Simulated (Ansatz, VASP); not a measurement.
ZrPb7O16 (a cell with a defect) (PbO2) in VASP and in Ansatz

```
Zr Pb O
1.0
     0.00000    5.14000    5.14000
     5.14000    0.00000    5.14000
     5.14000    5.14000    0.00000
Zr Pb O
1 7 16
Cartesian
  0.0000 0.0000 0.0000
  2.5700 2.5700 0.0000
  2.5700 0.0000 2.5700
  5.1400 2.5700 2.5700
  0.0000 2.5700 2.5700
  2.5700 5.1400 2.5700
  2.5700 2.5700 5.1400
  5.1400 5.1400 5.1400
  1.2559 1.2559 1.2559
  3.8841 3.8841 1.2559
  3.8841 1.2559 3.8841
  6.4334 3.8466 3.8466
  1.2559 3.8841 3.8841
  3.8466 6.4334 3.8466
  3.8466 3.8466 6.4334
  6.4334 6.4334 6.4334
  3.8466 3.8466 3.8466
  6.4334 6.4334 3.8466
  6.4334 3.8466 6.4334
  9.0241 6.3959 6.3959
  3.8466 6.4334 6.4334
  6.3959 9.0241 6.3959
  6.3959 6.3959 9.0241
  9.0241 9.0241 9.0241
```

Alike in both runs: functional PBE; k mesh 3 × 3 × 3; occupations fermi-dirac, width 0.01 eV; no spin polarisation.

Ansatz relaxed the structure, and its values are those at the end. VASP's run is a single point on that final structure, the one shown.

|  | VASP | Ansatz |
| --- | --- | --- |
| version | VASP 6.6.1 | Ansatz 0.2.0 |
| potentials or method | VASP PAW PBE potentials, release 64 (Zr_sv, Pb_d, O) | plane-wave PAW, scalar-relativistic |
| plane-wave cutoff (eV) | 520 | 420 |
| valence electrons in the cell | 206 | 206 |

Ansatz gave:

* pressure (GPa): 26.0
* rms of the force components (eV/Å): 0.015

Q: Which values does VASP return?

A: Pressure (GPa): 26.4; rms of the force components (eV/Å): 0.014.

The functional is the same, so the differences come from potentials, cutoffs and numerics. Ansatz warned: «gradients_without_spin_orbit».

Caveats: so large a pressure means that the cell lies far from this level's equilibrium, or that cutoff or potentials fall short (VASP). The runs have no spin-orbit coupling, so splittings on Pb are missing.
